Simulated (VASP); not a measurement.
Method: r2SCAN meta-GGA, VASP's PBE PAW potentials (set 64) (plane waves; VASP).

Input for VASP

### POSCAR
```
Ge
1.0
  0.0000000000   2.8380026612   2.8380026612
  2.8380026612   0.0000000000   2.8380026612
  2.8380026612   2.8380026612   0.0000000000
Ge
2
Cartesian
  0.0000000000   0.0000000000   0.0000000000
  1.4190013306   1.4190013306   1.4190013306
```

### INCAR
```
SYSTEM = Ge
PREC = Accurate
ENCUT = 500
EDIFF = 1E-6
NELM = 100
ALGO = Normal
LREAL = .FALSE.
LASPH = .TRUE.
ISMEAR = 0
SIGMA = 0.05
METAGGA = R2SCAN
LMIXTAU = .TRUE.
LMAXMIX = 4
LWAVE = .FALSE.
LCHARG = .FALSE.
IBRION = 2
ISIF = 3
NSW = 40
EDIFFG = -0.02
PSTRESS = 50
```

### KPOINTS
```
Automatic mesh
0
gamma
  8 8 8
0 0 0
```

POTCAR, in this order: Ge_d (PBE.64 set). Program: vasp_std.

The run wrote:

**OSZICAR**
```
       N       E                     dE             d eps       ncg     rms          rms(c)
DAV:   1     0.143309684282E+03    0.14331E+03   -0.15617E+04  1054   0.426E+03
DAV:   2    -0.887895405110E+01   -0.15219E+03   -0.14927E+03  1044   0.536E+02
DAV:   3    -0.297761717788E+02   -0.20897E+02   -0.20731E+02  1130   0.151E+02
DAV:   4    -0.304191023063E+02   -0.64293E+00   -0.64105E+00  1202   0.308E+01
DAV:   5    -0.304302266858E+02   -0.11124E-01   -0.11122E-01  1198   0.419E+00    0.334E+00
DAV:   6    -0.277379308563E+02    0.26923E+01   -0.37673E-01  1248   0.119E+01    0.195E+00
DAV:   7    -0.279806100821E+02   -0.24268E+00   -0.37952E-01  1310   0.933E+00    0.342E-01
DAV:   8    -0.277406308133E+02    0.23998E+00   -0.13065E-01  1144   0.537E+00    0.124E-01
DAV:   9    -0.277332775524E+02    0.73533E-02   -0.68662E-03  1072   0.930E-01    0.108E-01
DAV:  10    -0.276690696335E+02    0.64208E-01   -0.35461E-02  1054   0.212E+00    0.652E-02
DAV:  11    -0.277347749609E+02   -0.65705E-01   -0.24967E-02  1044   0.986E-01    0.263E-02
DAV:  12    -0.277349038043E+02   -0.12884E-03   -0.26583E-04  1102   0.190E-01    0.180E-02
DAV:  13    -0.277350300370E+02   -0.12623E-03   -0.16753E-04  1308   0.172E-01    0.287E-03
DAV:  14    -0.277350233349E+02    0.67021E-05   -0.76541E-06  1000   0.271E-02    0.310E-03
DAV:  15    -0.277350346811E+02   -0.11346E-04   -0.19104E-06   848   0.156E-02    0.170E-03
DAV:  16    -0.277350373110E+02   -0.26299E-05   -0.62783E-07   792   0.862E-03    0.787E-04
DAV:  17    -0.277350404446E+02   -0.31337E-05   -0.35115E-07   704   0.700E-03    0.288E-04
DAV:  18    -0.277350400135E+02    0.43114E-06   -0.54520E-08   522   0.326E-03
   1 F= -.26308356E+02 E0= -.26308356E+02  d E =-.263084E+02
       N       E                     dE             d eps       ncg     rms          rms(c)
DAV:   1    -0.311840287081E+02   -0.34490E+01   -0.43238E+01  1378   0.124E+02    0.116E+01
DAV:   2    -0.285025579365E+02    0.26815E+01   -0.39094E+00  1356   0.495E+01    0.564E+00
DAV:   3    -0.276089058260E+02    0.89365E+00   -0.10916E+00  1340   0.211E+01    0.160E+00
DAV:   4    -0.275660439758E+02    0.42862E-01   -0.12341E-01  1064   0.586E+00    0.518E-01
DAV:   5    -0.274959952224E+02    0.70049E-01   -0.98523E-02  1116   0.340E+00    0.184E-01
DAV:   6    -0.276022954734E+02   -0.10630E+00   -0.79163E-02  1108   0.249E+00    0.545E-02
DAV:   7    -0.276059991614E+02   -0.37037E-02   -0.28722E-03  1044   0.591E-01    0.322E-02
DAV:   8    -0.276057798877E+02    0.21927E-03   -0.27643E-04  1114   0.180E-01    0.237E-02
DAV:   9    -0.276060347908E+02   -0.25490E-03   -0.63408E-05  1050   0.102E-01    0.823E-03
DAV:  10    -0.276060883049E+02   -0.53514E-04   -0.16115E-05  1038   0.476E-02    0.262E-03
DAV:  11    -0.276060905445E+02   -0.22397E-05   -0.10919E-06   846   0.136E-02    0.220E-03
DAV:  12    -0.276060909006E+02   -0.35608E-06   -0.33277E-07   552   0.955E-03
   2 F= -.26325099E+02 E0= -.26325099E+02  d E =-.167426E-01
       N       E                     dE             d eps       ncg     rms          rms(c)
DAV:   1    -0.283577630746E+02   -0.75167E+00   -0.98133E+00  1382   0.732E+01    0.477E+00
DAV:   2    -0.278729911587E+02    0.48477E+00   -0.60992E-01  1356   0.164E+01    0.246E+00
DAV:   3    -0.277008449669E+02    0.17215E+00   -0.29744E-01  1374   0.105E+01    0.523E-01
DAV:   4    -0.276921147921E+02    0.87302E-02   -0.22826E-02  1328   0.296E+00    0.239E-01
DAV:   5    -0.276918205267E+02    0.29427E-03   -0.64863E-03  1050   0.116E+00    0.645E-02
DAV:   6    -0.276918751777E+02   -0.54651E-04   -0.61836E-03  1176   0.959E-01    0.519E-02
DAV:   7    -0.276970571508E+02   -0.51820E-02   -0.19733E-03  1044   0.450E-01    0.215E-02
DAV:   8    -0.276971250068E+02   -0.67856E-04   -0.32927E-05  1338   0.108E-01    0.374E-03
DAV:   9    -0.276971404066E+02   -0.15400E-04   -0.79760E-06   914   0.402E-02    0.117E-03
DAV:  10    -0.276971587564E+02   -0.18350E-04   -0.77026E-06   812   0.347E-02    0.481E-04
DAV:  11    -0.276971587897E+02   -0.33270E-07   -0.26918E-07   540   0.879E-03
   3 F= -.26354231E+02 E0= -.26354231E+02  d E =-.458747E-01
```

### OUTCAR
```
------------------------ aborting loop because EDIFF is reached ----------------------------------------
  FORCE on cell =-STRESS in cart. coord.  units (eV):
  Direction    XX          YY          ZZ          XY          YZ          ZX
  --------------------------------------------------------------------------------------
  Total        1.3444224      1.3444224      1.3444224      0.0000000     -0.0000000      0.0000000
  in kB       50.0556346     50.0556346     50.0556346      0.0000000     -0.0000000      0.0000000
  external PRESSURE =       0.0556346 kB  Pullay stress =      50.0000000 kB
  volume of cell :       43.03
      direct lattice vectors                 reciprocal lattice vectors
     0.000000000  2.781342366  2.781342366    -0.179769311  0.179769311  0.179769311
     2.781342366  0.000000000  2.781342366     0.179769311 -0.179769311  0.179769311
     2.781342366  2.781342366 -0.000000000     0.179769311  0.179769311 -0.179769311
 POSITION                                       TOTAL-FORCE (eV/Angst)
 -----------------------------------------------------------------------------------
      0.00000      0.00000      0.00000         0.000000      0.000000      0.000000
      1.39067      1.39067      1.39067        -0.000000      0.000000     -0.000000
 -----------------------------------------------------------------------------------
    total drift:                                0.000000     -0.000000      0.000000
  FREE ENERGIE OF THE ION-ELECTRON SYSTEM (eV)
  ---------------------------------------------------
  free  energy   TOTEN  =       -27.6971587897 eV

  energy  without entropy=      -27.6971587897  energy(sigma->0) =      -27.69715879
  enthalpy is  TOTEN    =       -26.3542306599 eV   P V=        1.3429281298

 reached required accuracy - stopping structural energy minimisation
```
(Selected blocks of OUTCAR.)

File CONTCAR:
```
Ge
   1.00000000000000
     0.0000000000000000    2.7813423659800307    2.7813423659800307
     2.7813423659800307    0.0000000000000000    2.7813423659800307
     2.7813423659800307    2.7813423659800307   -0.0000000000000000
  Ge
     2
Direct
     0.0000000000000000    0.0000000000000000    0.0000000000000000
     0.2500000000000000    0.2500000000000000    0.2500000000000000
```

File OUTCAR:
```
 val. band max:        5.3179139771   @ k =   0.0000   0.0000   0.0000

 cond. band min:       5.9355296458   @ k =   0.5000   0.0000   0.0000


 Fermi energy:         5.6132864187

 k-point     1 :       0.0000    0.0000    0.0000
  band No.  band energies     occupation
      1     -20.2586      2.00000
      2     -20.2586      2.00000
      3     -20.2586      2.00000
      4     -20.2148      2.00000
      5     -20.2148      2.00000
      6     -19.9675      2.00000
      7     -19.9675      2.00000
      8     -19.9675      2.00000
      9     -19.9415      2.00000
     10     -19.9415      2.00000
     11      -8.4009      2.00000
     12       5.3178      2.00000
     13       5.3179      2.00000
     14       5.3179      2.00000
     15       6.2218      0.00000
     16       8.0468      0.00000
     17       8.0469      0.00000
     18       8.0469      0.00000

 k-point     2 :       0.1250    0.0000    0.0000
  band No.  band energies     occupation
      1     -20.2682      2.00000
      2     -20.2682      2.00000
      3     -20.2557      2.00000
      4     -20.2010      2.00000
      5     -20.2010      2.00000
      6     -19.9782      2.00000
      7     -19.9782      2.00000
      8     -19.9709      2.00000
      9     -19.9329      2.00000
     10     -19.9329      2.00000
     11      -8.1914      2.00000
     12       3.0148      2.00000
     13       4.9397      2.00000
     14       4.9398      2.00000
     15       6.8824      0.00000
     16       8.5489      0.00000
     17       8.5489      0.00000
     18       9.2941      0.00000

 k-point     3 :       0.2500    0.0000    0.0000
  band No.  band energies     occupation
      1     -20.2801      2.00000
      2     -20.2801      2.00000
      3     -20.2486      2.00000
      4     -20.1802      2.00000
      5     -20.1802      2.00000
      6     -19.9923      2.00000
      7     -19.9923      2.00000
      8     -19.9794      2.00000
      9     -19.9228      2.00000
...
```

Energy and stress use the plane-wave basis of the starting cell.

The compound is Ge in the diamond structure. This run relaxes it under an external pressure of 5 GPa. Symmetry was kept, so distortions that lower it aren't found.
